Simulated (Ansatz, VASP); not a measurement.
# Hf (Hafnium) in two plane-wave programs, part 2 of 2

Wanted: the spread between two codes on one cell, functional and k mesh. The cell is taken from a series of runs on this material, whose earlier steps may have relaxed, scaled, displaced or heated it; both programs get it as it stands.

VASP 6.6.1 and Ansatz 0.2.0.

So far: The starting structure; Ansatz: zone-centre phonons, PBEsol; VASP: zone-centre phonons, PBEsol.

### Step 3. VASP: zone-centre phonons, PBEsol (continued)

Level of this step: PBEsol; plane waves and PAW (Hf_pv) (VASP).

Numbers of over 12 decimals in the logs are rounded to 6 here.

OUTCAR, selected parts (step 3):

```text
ion  position               nearest neighbor table
   1  0.333  0.667  0.250-   2 3.13   2 3.13   2 3.13   2 3.13   2 3.13   2 3.13
   2  0.667  0.333  0.750-   1 3.13   1 3.13   1 3.13   1 3.13   1 3.13   1 3.13

  LATTYP: Found a hexagonal cell.
 ALAT       =     3.1434150428
 C/A-ratio  =     1.6209400972

 Subroutine GETGRP returns: Found 24 space group operations
 (whereof 12 operations were pure point group operations)

The static configuration has the point symmetry D_3d.
 The point group associated with its full space group is D_6h.

 Found    135 irreducible k-points:

   k-points           NKPTS =    135   k-points in BZ     NKDIM =    135   number of bands    NBANDS=     16

   dimension x,y,z NGX =    24 NGY =   24 NGZ =   40
   dimension x,y,z NGXF=    48 NGYF=   48 NGZF=   80

   ENCUT  =  500.0 eV  36.75 Ry    6.06 a.u.   5.73  5.73  9.29*2*pi/ulx,y,z

   NELECT =      20.0000    total number of electrons

 k-points in reciprocal lattice and weights: Automatic mesh
   0.00000000  0.00000000  0.00000000       0.001
   0.06666667  0.00000000  0.00000000       0.003
   0.13333333  0.00000000  0.00000000       0.003
   0.20000000 -0.00000000  0.00000000       0.003
   0.26666667  0.00000000  0.00000000       0.003
   0.33333333  0.00000000  0.00000000       0.003
   0.40000000 -0.00000000  0.00000000       0.003
   0.46666667  0.00000000  0.00000000       0.003
   0.06666667  0.06666667  0.00000000       0.003
[...]
0.33333333  0.26666667  0.50000000       0.007
   0.33333333  0.33333333  0.50000000       0.001

 average (electrostatic) potential at core
       1 -36.9090       2 -36.9090

  Total       -0.0944508     -0.0944508     -0.9744696      0.0000000     -0.0000000      0.0000000
  in kB       -3.4706723     -3.4706723    -35.8076714      0.0000000     -0.0000000      0.0000000
  external PRESSURE =     -14.2496720 kB  Pullay stress =       0.0000000 kB

  energy-cutoff  :      500.00
  volume of cell :       43.60
      direct lattice vectors                 reciprocal lattice vectors
     3.143415043  0.000000000  0.000000000     0.318125347  0.183669754  0.000000000
    -1.571707521  2.722277282  0.000000000     0.000000000  0.367339509  0.000000000
     0.000000000  0.000000000  5.095287485     0.000000000  0.000000000  0.196259780

 POSITION                                       TOTAL-FORCE (eV/Angst)
 -----------------------------------------------------------------------------------
     -0.00000      1.81485      1.27382        -0.000000      0.000000      0.000000
      1.57171      0.90743      3.82147         0.000000     -0.000000     -0.000000
 -----------------------------------------------------------------------------------
    total drift:                                0.000004      0.000007      0.000000

 Eigenvectors and eigenvalues of the dynamical matrix
 ----------------------------------------------------

   1 f  =    2.776029 THz    17.442307 2PiTHz   92.598374 cm-1    11.480730 meV
             X         Y         Z           dx          dy          dz
     -0.000000  1.814852  1.273822     0.000000   -0.000000   -0.707107
      1.571708  0.907426  3.821466     0.000000    0.000000    0.707107

   2 f  =    2.261788 THz    14.211236 2PiTHz   75.445143 cm-1     9.354001 meV
             X         Y         Z           dx          dy          dz
     -0.000000  1.814852  1.273822     0.707107    0.000000    0.000000
      1.571708  0.907426  3.821466    -0.707107    0.000000    0.000000

   3 f  =    2.261788 THz    14.211236 2PiTHz   75.445143 cm-1     9.354001 meV
             X         Y         Z           dx          dy          dz
     -0.000000  1.814852  1.273822    -0.000000   -0.707107    0.000000
      1.571708  0.907426  3.821466     0.000000    0.707107   -0.000000

   4 f  =    0.000000 THz     0.000000 2PiTHz    0.000000 cm-1     0.000000 meV
             X         Y         Z           dx          dy          dz
     -0.000000  1.814852  1.273822    -0.102902   -0.311647    0.626328
      1.571708  0.907426  3.821466    -0.102902   -0.311647    0.626328

   5 f/i=    0.000000 THz     0.000000 2PiTHz    0.000001 cm-1     0.000000 meV
             X         Y         Z           dx          dy          dz
     -0.000000  1.814852  1.273822    -0.477548   -0.431337   -0.293082
      1.571708  0.907426  3.821466    -0.477548   -0.431337   -0.293082

   6 f/i=    0.000000 THz     0.000000 2PiTHz    0.000001 cm-1     0.000000 meV
             X         Y         Z           dx          dy          dz
     -0.000000  1.814852  1.273822    -0.511233    0.465644    0.147702
      1.571708  0.907426  3.821466    -0.511233    0.465644    0.147702

 ELASTIC MODULI CONTR FROM IONIC RELAXATION (kBar)
 Direction    XX          YY          ZZ          XY          YZ          ZX
 --------------------------------------------------------------------------------
 XX        -144.1343    144.1343     -0.0000     -0.0000      0.0000      0.0000
 YY         144.1343   -144.1343      0.0000      0.0000      0.0000      0.0000
 ZZ          -0.0000      0.0000     -0.0000      0.0000      0.0000      0.0000
 XY          -0.0000      0.0000      0.0000   -144.1343      0.0000      0.0000
 YZ           0.0000      0.0000      0.0000      0.0000      0.0000      0.0000
 ZX           0.0000      0.0000      0.0000      0.0000      0.0000      0.0000
 --------------------------------------------------------------------------------
```

Harder data sets than Hf_pv exist (the GW ones), and pressures, volumes and forces can shift noticeably with them.

### Step 4. Differences

Known differences besides the potentials themselves: the data sets hold 52 valence electrons in Ansatz (on its PAW soft_1 files) and 20 in VASP; the cutoff is 420 eV in Ansatz and 500 eV in VASP; Ansatz makes its cores anew for this functional, VASP keeps those of its PBE data sets. Total energies have different zeros and are not compared.

Compared:

| quantity | Ansatz | VASP | difference |
| --- | --- | --- | --- |
| optical mode 1 to 2 (cm⁻¹) | 75.2 | 75.4 | -0.27 % |
| optical mode 3 (cm⁻¹) | 94.6 | 92.6 | +2.16 % |

Modes are paired by rising frequency, not by their patterns, so a pair may set unlike modes beside each other; they are those without the splitting of longitudinal modes.

### Step 5. Outcome

| Quantity | Value |
| --- | --- |
| r.m.s. difference of the optical zone-centre modes, each program's sorted by frequency (zone-centre phonons, PBEsol) | 1.2 cm⁻¹ |
| difference in optical mode 3 (zone-centre phonons, PBEsol) | +2.2 % |

In words: The r.m.s. difference of the optical zone-centre modes, each program's sorted by frequency is 1.2 cm⁻¹ (zone-centre phonons, PBEsol). The data sets hold unlike numbers of valence electrons (52 in Ansatz and 20 in VASP), so part of the differences comes from the potentials. Among the rows given in per cent, the largest difference of the zone-centre phonons, PBEsol pair is in optical mode 3, +2.2 %. Such differences can come from data sets, numerical settings and the points named under the comparisons, not from the functional's error against experiment.

[Lines on the potential files, build, host, timing and source positions are cut from VASP's logs without a mark.]

[Logs are printed without paths, hosts, clocks, repeated set-up lines and the standing remarks that a program may print on its own settings, such as how far it seeks lower states.]

[Hosts, paths, dates, database ids (printed as entryN), source tags and the programs' standing remarks are cut or masked in the printed files.]
